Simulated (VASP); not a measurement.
## NaI: what each functional gives for the gap

Aim: the gap of NaI on one structure at many levels of theory. The starting structure is a measured crystal structure from the Crystallography Open Database. Cell and atoms stay as given. Meshes and data sets differ where the inputs say so.

Main program and level: VASP 6.6.1; Kohn-Sham DFT with plane waves and PAW; 9 levels of theory, named at each step.

### 1. The starting structure

Symmetry: Fm-3m, No. 225, cubic system. The conventional cell has a = 6.473 Å, b = 6.473 Å, c = 6.473 Å, α = 90.00°, β = 90.00°, γ = 90.00°. I has 6 Na at 3.24 Å nearest. Nearest to Na lie 6 I at 3.24 Å. Farther neighbours and most contacts between anions are not listed.

### 2. Bands with LDA

LDA, the lowest rung, knows the local density alone.

INCAR reads:

```
SYSTEM = NaI
PREC = Accurate
ENCUT = 350
EDIFF = 1E-06
NELM = 100
ISMEAR = 0
SIGMA = 0.03
LREAL = .FALSE.
ALGO = Normal
GGA = CA
NBANDS = 19
LORBIT = 11
LWAVE = .FALSE.
LCHARG = .FALSE.
KPAR = 4
LASPH = .TRUE.
```

POSCAR reads:

```
NaI
1.0
    0.0000000000      3.2364000000      3.2364000000
    3.2364000000      0.0000000000      3.2364000000
    3.2364000000      3.2364000000      0.0000000000
I Na
1 1
Direct
    0.5000000000      0.5000000000      0.5000000000
    0.0000000000      0.0000000000      0.0000000000
```

KPOINTS reads:

```
Automatic mesh
0
Gamma
6 6 6
0 0 0
```

KPOINTS_OPT reads:

```
Line mode
10
Line-mode
Reciprocal
  0.00000000   0.00000000   0.00000000 GAMMA
  0.50000000   0.00000000   0.50000000 X

  0.50000000   0.00000000   0.50000000 X
  0.50000000   0.25000000   0.75000000 W

  0.50000000   0.25000000   0.75000000 W
  0.37500000   0.37500000   0.75000000 K

  0.37500000   0.37500000   0.75000000 K
  0.00000000   0.00000000   0.00000000 GAMMA

  0.00000000   0.00000000   0.00000000 GAMMA
  0.50000000   0.50000000   0.50000000 L

  0.50000000   0.50000000   0.50000000 L
  0.62500000   0.25000000   0.62500000 U

  0.62500000   0.25000000   0.62500000 U
  0.50000000   0.25000000   0.75000000 W

  0.50000000   0.25000000   0.75000000 W
  0.50000000   0.50000000   0.50000000 L

  0.50000000   0.50000000   0.50000000 L
  0.37500000   0.37500000   0.75000000 K

  0.62500000   0.25000000   0.62500000 U
  0.50000000   0.00000000   0.50000000 X
```

The projector-augmented-wave data sets are I and Na_pv (LDA family, release 64).

On the command line:

```console
$ mpirun -np 4 vasp_std
```

Output:

```text
[banner, memory and clock lines left out]
running    4 mpi-ranks, on    1 nodes
 distrk:  each k-point on    1 cores,    4 groups
 distr:  one band on    1 cores,    1 groups

 POSCAR found type information on POSCAR I Na
 POSCAR found :  2 types and       2 ions
 LDA part: xc-table for (Slater(with rela. corr.)+CA(PZ))
 , standard interpolation
 POSCAR, INCAR and KPOINTS ok, starting setup
 FFT: planning ... GRIDC
 FFT: planning ... GRID_SOFT
 FFT: planning ... GRID
 WAVECAR not read
 entering main loop
       N       E                     dE             d eps       ncg     rms          rms(c)
DAV:   1     0.799915623747E+02    0.79992E+02   -0.50111E+03   624   0.482E+02
DAV:   2    -0.628452578048E+00   -0.80620E+02   -0.74660E+02   711   0.157E+02
DAV:   3    -0.595223072069E+01   -0.53238E+01   -0.52907E+01   755   0.426E+01
DAV:   4    -0.605705542456E+01   -0.10482E+00   -0.10479E+00   780   0.599E+00
DAV:   5    -0.605882031812E+01   -0.17649E-02   -0.17648E-02   733   0.692E-01    0.162E+00
DAV:   6    -0.599584033945E+01    0.62980E-01   -0.41360E-02   716   0.115E+00    0.105E+00
DAV:   7    -0.598127859047E+01    0.14562E-01   -0.35330E-02   751   0.849E-01    0.474E-01
DAV:   8    -0.598087538112E+01    0.40321E-03   -0.32865E-03   715   0.385E-01    0.819E-02
DAV:   9    -0.598080100334E+01    0.74378E-04   -0.18451E-04   742   0.106E-01    0.237E-02
DAV:  10    -0.598080197691E+01   -0.97357E-06   -0.16055E-05   808   0.274E-02    0.119E-02
DAV:  11    -0.598080208406E+01   -0.10715E-06   -0.36131E-07   507   0.375E-03
   1 F= -.59808021E+01 E0= -.59808021E+01  d E =-.148239E-25
 Start KPOINTS_OPT (optional k-point list driver)
k-point batch [1-16\100]
       N       E                     dE             ncg
DAV:   1    -0.109509694484E+04   -0.49703E+04      608
DAV:   2    -0.234748594182E+04   -0.12524E+04      674
DAV:   3    -0.243538761220E+04   -0.87902E+02      762
DAV:   4    -0.243713071294E+04   -0.17431E+01      813
DAV:   5    -0.243715839038E+04   -0.27677E-01      756
DAV:   6    -0.243715968584E+04   -0.12955E-02      882
DAV:   7    -0.243715969348E+04   -0.76384E-05      700
DAV:   8    -0.243715969383E+04   -0.35509E-06      605
[...]
k-point batch [97-100\100]
       N       E                     dE             ncg
DAV:   1     0.414717892341E+04   -0.17142E+04      152
DAV:   2     0.384721759303E+04   -0.29996E+03      163
DAV:   3     0.382885405561E+04   -0.18364E+02      221
DAV:   4     0.382848851844E+04   -0.36554E+00      200
DAV:   5     0.382848462859E+04   -0.38898E-02      202
DAV:   6     0.382848444955E+04   -0.17905E-03      208
DAV:   7     0.382848443921E+04   -0.10336E-04      175
DAV:   8     0.382848443918E+04   -0.28835E-07      144
```

It took 19 s on 4 MPI ranks of Intel Xeon Platinum 8259CL at 2.50GHz (Skylake/Cascade Lake), shared host; peak memory 0.57 GiB; 64 s of CPU time.

Lines that name or quote the potential files are left out of all logs, and their timing lines are given in words.

From OUTCAR (step 2):

```text
ion  position               nearest neighbor table
   1  0.500  0.500  0.500-
   2  0.000  0.000  0.000-

  LATTYP: Found a face centered cubic cell.
 ALAT       =     6.4728000000

 Subroutine GETGRP returns: Found 48 space group operations
 (whereof 48 operations were pure point group operations)

The static configuration has the point symmetry O_h .

 Found     16 irreducible k-points:

   k-points           NKPTS =     16   k-points in BZ     NKDIM =     16   number of bands    NBANDS=     19

   dimension x,y,z NGX =    28 NGY =   28 NGZ =   28
   dimension x,y,z NGXF=    56 NGYF=   56 NGZF=   56

   ENCUT  =  350.0 eV  25.72 Ry    5.07 a.u.   6.98  6.98  6.98*2*pi/ulx,y,z

   NELECT =      14.0000    total number of electrons

 k-points in reciprocal lattice and weights: Automatic mesh
   0.00000000  0.00000000  0.00000000       0.005
   0.16666667  0.00000000  0.00000000       0.037
   0.33333333  0.00000000  0.00000000       0.037
   0.50000000  0.00000000  0.00000000       0.019
   0.16666667  0.16666667  0.00000000       0.028
   0.33333333  0.16666667  0.00000000       0.111
   0.50000000  0.16666667  0.00000000       0.111
  -0.33333333  0.16666667  0.00000000       0.111
  -0.16666667  0.16666667  0.00000000       0.056
[...]
-0.33333333  0.33333333  0.16666667       0.111
  -0.33333333  0.50000000  0.16666667       0.056

 average (electrostatic) potential at core
       1 -94.0215       2 -46.1620

 E-fermi :   0.8341

 k-point     1 :       0.0000    0.0000    0.0000
  band No.  band energies     occupation
    ...
      3     -21.7621      2.00000
      4     -10.4639      2.00000
      5       0.6196      2.00000
      6       0.6196      2.00000
      7       0.6196      2.00000
      8       3.9643      0.00000
      9       8.4161      0.00000
     10       8.4161      0.00000
     11       8.4161      0.00000
     12      10.2853      0.00000
    ...

 k-point     2 :       0.1667    0.0000    0.0000
  band No.  band energies     occupation
    ...
      3     -21.7623      2.00000
      4     -10.3892      2.00000
      5      -0.1509      2.00000
      6       0.5427      2.00000
      7       0.5427      2.00000
      8       4.8043      0.00000
      9       7.9014      0.00000
     10       8.5997      0.00000
     11       8.5997      0.00000
     12       9.7237      0.00000
    ...

 k-point     3 :       0.3333    0.0000    0.0000
  band No.  band energies     occupation
    ...
      3     -21.7625      2.00000
      4     -10.2309      2.00000
      5      -1.2033      2.00000
      6       0.3995      2.00000
      7       0.3995      2.00000
      8       5.4789      0.00000
      9       8.1579      0.00000
     10       8.1579      0.00000
     11       8.4021      0.00000
     12      10.4963      0.00000
    ...

  Total       -0.7089881     -0.7089881     -0.7089881      0.0000000     -0.0000000      0.0000000
  in kB      -16.7545569    -16.7545569    -16.7545569      0.0000000     -0.0000000      0.0000000
  external PRESSURE =     -16.7545569 kB  Pullay stress =       0.0000000 kB

  energy-cutoff  :      350.00
  volume of cell :       67.80
      direct lattice vectors                 reciprocal lattice vectors
     0.000000000  3.236400000  3.236400000    -0.154492646  0.154492646  0.154492646
     3.236400000  0.000000000  3.236400000     0.154492646 -0.154492646  0.154492646
     3.236400000  3.236400000  0.000000000     0.154492646  0.154492646 -0.154492646

 POSITION                                       TOTAL-FORCE (eV/Angst)
 -----------------------------------------------------------------------------------
      3.23640      3.23640      3.23640        -0.000000      0.000000     -0.000000
      0.00000      0.00000      0.00000         0.000000     -0.000000      0.000000
 -----------------------------------------------------------------------------------
    total drift:                                0.000000      0.000000      0.000000

  FREE ENERGIE OF THE ION-ELECTRON SYSTEM (eV)
  ---------------------------------------------------
  free  energy   TOTEN  =        -5.9808020841 eV

  energy  without entropy=       -5.9808020841  energy(sigma->0) =       -5.98080208

 total charge
# of ion       s       p       d       tot
------------------------------------------
    1        1.500   2.838   0.003   4.340
    2        0.045   5.970   0.000   6.014
--------------------------------------------------
tot          1.544   8.807   0.003  10.354

[... 3 further parts left out ...]
```

Spin-orbit coupling is off here; with elements this heavy it can split and shift levels by tenths of an eV.

LDA gives a direct gap of 3.345 eV.

### 3. Bands with PBE

PBE, the usual starting point, adds the gradient of the density.

Edit INCAR of step 2 so:

```diff
@@ -9,3 +9,3 @@
 ALGO = Normal
-GGA = CA
+GGA = PE
 NBANDS = 19
```

POSCAR is that of step 2.

KPOINTS is that of step 2.

KPOINTS_OPT is that of step 2.

PAW data sets: I and Na_pv (PBE family, release 64).

On the command line:

```console
$ mpirun -np 4 vasp_std
```

Output:

```text
[banner, memory and clock lines left out]
running    4 mpi-ranks, on    1 nodes
[...]
LDA part: xc-table for (Slater+PW92), standard interpolation
 POSCAR, INCAR and KPOINTS ok, starting setup
[...]
entering main loop
       N       E                     dE             d eps       ncg     rms          rms(c)
DAV:   1     0.814113826439E+02    0.81411E+02   -0.50304E+03   624   0.488E+02
DAV:   2     0.163719301486E+00   -0.81248E+02   -0.75088E+02   692   0.160E+02
DAV:   3    -0.533986304683E+01   -0.55036E+01   -0.54682E+01   747   0.437E+01
DAV:   4    -0.545107195623E+01   -0.11121E+00   -0.11117E+00   783   0.620E+00
[...]
DAV:  10    -0.538494786716E+01   -0.16273E-04   -0.24098E-05   746   0.377E-02    0.110E-02
DAV:  11    -0.538495047326E+01   -0.26061E-05   -0.28937E-06   705   0.114E-02    0.206E-03
DAV:  12    -0.538495112791E+01   -0.65465E-06   -0.63029E-07   709   0.430E-03
   1 F= -.53849511E+01 E0= -.53849511E+01  d E =-.939318E-35
 Start KPOINTS_OPT (optional k-point list driver)
k-point batch [1-16\100]
       N       E                     dE             ncg
DAV:   1    -0.103230260805E+04   -0.49075E+04      608
DAV:   2    -0.230287007607E+04   -0.12706E+04      671
DAV:   3    -0.239346227941E+04   -0.90592E+02      773
DAV:   4    -0.239529772939E+04   -0.18354E+01      791
DAV:   5    -0.239532793678E+04   -0.30207E-01      786
DAV:   6    -0.239532938285E+04   -0.14461E-02      868
DAV:   7    -0.239532939080E+04   -0.79439E-05      719
DAV:   8    -0.239532939112E+04   -0.32907E-06      621
[...]
k-point batch [97-100\100]
       N       E                     dE             ncg
DAV:   1     0.416028197346E+04   -0.17011E+04      152
DAV:   2     0.385819604964E+04   -0.30209E+03      160
DAV:   3     0.383948212539E+04   -0.18714E+02      216
DAV:   4     0.383909883464E+04   -0.38329E+00      200
DAV:   5     0.383909453337E+04   -0.43013E-02      194
DAV:   6     0.383909430734E+04   -0.22603E-03      216
DAV:   7     0.383909430670E+04   -0.64100E-06      167
```

Elapsed: 19 s, on 4 MPI ranks; peak memory 0.61 GiB; 66 s of CPU time.

From OUTCAR (step 3):

```text
  Total        0.1525622      0.1525622      0.1525622      0.0000000      0.0000000     -0.0000000
  in kB        3.6052951      3.6052951      3.6052951      0.0000000      0.0000000     -0.0000000
  external PRESSURE =       3.6052951 kB  Pullay stress =       0.0000000 kB

 POSITION                                       TOTAL-FORCE (eV/Angst)
 -----------------------------------------------------------------------------------
      3.23640      3.23640      3.23640        -0.000000     -0.000000     -0.000000
      0.00000      0.00000      0.00000         0.000000      0.000000      0.000000
 -----------------------------------------------------------------------------------
    total drift:                                0.000000      0.000000      0.000000

  FREE ENERGIE OF THE ION-ELECTRON SYSTEM (eV)
  ---------------------------------------------------
  free  energy   TOTEN  =        -5.3849511279 eV

  energy  without entropy=       -5.3849511279  energy(sigma->0) =       -5.38495113

[... 2 parts as in an earlier step ...]

[... 1 further part left out ...]
[key lines of the parts left out:]
E-fermi :   1.0619
```

PBE gives a direct gap of 3.639 eV. The least gap is +0.294 eV from that of LDA.

### 4. Bands with r2SCAN

r2SCAN adds the kinetic-energy density, costs more than a GGA and is run with LASPH.

Edit INCAR of step 3 so:

```diff
@@ -9,3 +9,4 @@
 ALGO = Normal
-GGA = PE
+METAGGA = R2SCAN
+LASPH = .TRUE.
 NBANDS = 19
@@ -15,2 +16 @@
 KPAR = 4
-LASPH = .TRUE.
```

POSCAR is that of step 3.

KPOINTS is that of step 3.

KPOINTS_OPT is that of step 3.

On the command line:

```console
$ mpirun -np 4 vasp_std
```

Output:

```text
[banner, memory and clock lines left out]
running    4 mpi-ranks, on    1 nodes
[...]
|                                                                             |
|               ----> ADVICE to this user running VASP <----                  |
|                                                                             |
|     You enforced a specific xc type in the INCAR file but a different       |
|     [... a line on the potential file left out ...]
|     I HOPE YOU KNOW WHAT YOU ARE DOING!                                     |
|                                                                             |

 LDA part: xc-table for (None), standard interpolation
 POSCAR, INCAR and KPOINTS ok, starting setup
[...]
entering main loop
       N       E                     dE             d eps       ncg     rms          rms(c)
DAV:   1     0.568766979368E+02    0.56877E+02   -0.51541E+03   624   0.501E+02
DAV:   2    -0.268756444656E+02   -0.83752E+02   -0.77400E+02   695   0.165E+02
[...]
DAV:  11    -0.310872628865E+02   -0.55180E-05   -0.36721E-05   748   0.440E-02    0.128E-02
DAV:  12    -0.310872620580E+02    0.82849E-06   -0.20051E-06   700   0.115E-02
   1 F= -.31087262E+02 E0= -.31087262E+02  d E =-.596254E-30
 Start KPOINTS_OPT (optional k-point list driver)
k-point batch [1-16\100]
       N       E                     dE             ncg
DAV:   1    -0.112499852108E+04   -0.50002E+04      608
DAV:   2    -0.246202625141E+04   -0.13370E+04      671
DAV:   3    -0.255559099150E+04   -0.93565E+02      781
DAV:   4    -0.255751973369E+04   -0.19287E+01      786
DAV:   5    -0.255754952235E+04   -0.29789E-01      767
DAV:   6    -0.255755100276E+04   -0.14804E-02      871
DAV:   7    -0.255755101209E+04   -0.93329E-05      697
DAV:   8    -0.255755101253E+04   -0.44047E-06      644
[...]
k-point batch [97-100\100]
       N       E                     dE             ncg
DAV:   1     0.413559023290E+04   -0.17258E+04      152
DAV:   2     0.381794686508E+04   -0.31764E+03      160
DAV:   3     0.379876040185E+04   -0.19186E+02      216
DAV:   4     0.379836680193E+04   -0.39360E+00      192
DAV:   5     0.379835988233E+04   -0.69196E-02      205
DAV:   6     0.379835953339E+04   -0.34894E-03      208
DAV:   7     0.379835951924E+04   -0.14147E-04      194
DAV:   8     0.379835951919E+04   -0.45149E-07      152
```

Run time: 65 s. Hardware: 4 MPI ranks; peak memory 0.64 GiB; 3.8 min of CPU time.

Parts of OUTCAR (step 4):

```text
  Total       -0.1045681     -0.1045681     -0.1045681      0.0000000      0.0000000      0.0000000
  in kB       -2.4711154     -2.4711154     -2.4711154      0.0000000      0.0000000      0.0000000
  external PRESSURE =      -2.4711154 kB  Pullay stress =       0.0000000 kB

  FREE ENERGIE OF THE ION-ELECTRON SYSTEM (eV)
  ---------------------------------------------------
  free  energy   TOTEN  =       -31.0872620580 eV

  energy  without entropy=      -31.0872620580  energy(sigma->0) =      -31.08726206

[... 3 parts as in an earlier step ...]

[... 1 further part left out ...]
[key lines of the parts left out:]
E-fermi :   0.7151
```

r2SCAN gives a direct gap of 4.437 eV. The least gap is +1.092 eV from that of LDA.

### 5. Bands with TB-mBJ

TB-mBJ is a local potential fitted to gaps: it costs far less than a hybrid but gives no energy. Its energies, forces and stress mean nothing.

Edit INCAR of step 4 so:

```diff
@@ -4,3 +4,3 @@
 EDIFF = 1E-06
-NELM = 100
+NELM = 150
 ISMEAR = 0
@@ -9,3 +9,3 @@
 ALGO = Normal
-METAGGA = R2SCAN
+METAGGA = MBJ
 LASPH = .TRUE.
```

POSCAR is that of step 4.

KPOINTS is that of step 4.

KPOINTS_OPT is that of step 4.

On the command line:

```console
$ mpirun -np 4 vasp_std
```

Output:

```text
[banner, memory and clock lines left out]
running    4 mpi-ranks, on    1 nodes
[...]
[... a notice as in an earlier step ...]

 LDA part: xc-table for (None), standard interpolation
 POSCAR, INCAR and KPOINTS ok, starting setup
[...]
entering main loop
       N       E                     dE             d eps       ncg     rms          rms(c)
DAV:   1     0.443511658202E+03    0.44351E+03   -0.49232E+03   624   0.484E+02
DAV:   2     0.363924403427E+03   -0.79587E+02   -0.73545E+02   695   0.158E+02
DAV:   3     0.358746944510E+03   -0.51775E+01   -0.51393E+01   771   0.416E+01
DAV:   4     0.358657181771E+03   -0.89763E-01   -0.89726E-01   721   0.564E+00
[...]
DAV:  66     0.359683012059E+03   -0.14221E-05   -0.46263E-11   349   0.507E-05    0.402E-05
DAV:  67     0.359683014316E+03    0.22566E-05   -0.37218E-12   346   0.179E-05    0.132E-05
DAV:  68     0.359683013653E+03   -0.66236E-06   -0.13275E-12   349   0.702E-06
   1 F= 0.35968301E+03 E0= 0.35968301E+03  d E =-.548944E-23
 Start KPOINTS_OPT (optional k-point list driver)
k-point batch [1-16\100]
       N       E                     dE             ncg
DAV:   1    -0.994265942348E+03   -0.48695E+04      608
DAV:   2    -0.230239705838E+04   -0.13081E+04      713
DAV:   3    -0.239063343123E+04   -0.88236E+02      738
DAV:   4    -0.239209892871E+04   -0.14655E+01      730
DAV:   5    -0.239213518287E+04   -0.36254E-01      782
DAV:   6    -0.239213670370E+04   -0.15208E-02      753
DAV:   7    -0.239213679292E+04   -0.89220E-04      849
DAV:   8    -0.239213679501E+04   -0.20825E-05      655
DAV:   9    -0.239213679507E+04   -0.68003E-07      490
[...]
k-point batch [97-100\100]
       N       E                     dE             ncg
DAV:   1     0.417288417470E+04   -0.16885E+04      152
DAV:   2     0.385969890030E+04   -0.31319E+03      168
DAV:   3     0.384115379362E+04   -0.18545E+02      202
DAV:   4     0.384085139043E+04   -0.30240E+00      184
DAV:   5     0.384084267703E+04   -0.87134E-02      189
DAV:   6     0.384084225816E+04   -0.41888E-03      200
DAV:   7     0.384084224304E+04   -0.15117E-04      202
DAV:   8     0.384084224267E+04   -0.36370E-06      168
```

Run time: 81 s. Hardware: 4 MPI ranks; peak memory 0.64 GiB.

Parts of OUTCAR (step 5):

```text
  Total      -17.1535801    -17.1535801    -17.1535801     -0.0000000     -0.0000000     -0.0000000
  in kB     -405.3673677   -405.3673677   -405.3673677     -0.0000000     -0.0000000     -0.0000000
  external PRESSURE =    -405.3673677 kB  Pullay stress =       0.0000000 kB

 POSITION                                       TOTAL-FORCE (eV/Angst)
 -----------------------------------------------------------------------------------
      3.23640      3.23640      3.23640         0.000000      0.000000     -0.000000
      0.00000      0.00000      0.00000        -0.000000     -0.000000      0.000000
 -----------------------------------------------------------------------------------
    total drift:                                0.000000      0.000000      0.000000

  FREE ENERGIE OF THE ION-ELECTRON SYSTEM (eV)
  ---------------------------------------------------
  free  energy   TOTEN  =       359.6830136532 eV

  energy  without entropy=      359.6830136532  energy(sigma->0) =      359.68301365

[... 2 parts as in an earlier step ...]

[... 1 further part left out ...]
[key lines of the parts left out:]
E-fermi :   1.1338
```

TB-mBJ gives a direct gap of 5.567 eV. The least gap is +2.223 eV from that of LDA.

(Continued in part 2 of 3.)

[Lines on the potential files, build, host, timing and source positions are cut from VASP's logs without a mark.]

[Logs are printed without paths, hosts, clocks, repeated set-up lines and the standing remarks that a program may print on its own settings, such as how far it seeks lower states.]

[Hosts, paths, dates, database ids (printed as entryN), source tags and the programs' standing remarks are cut or masked in the printed files.]
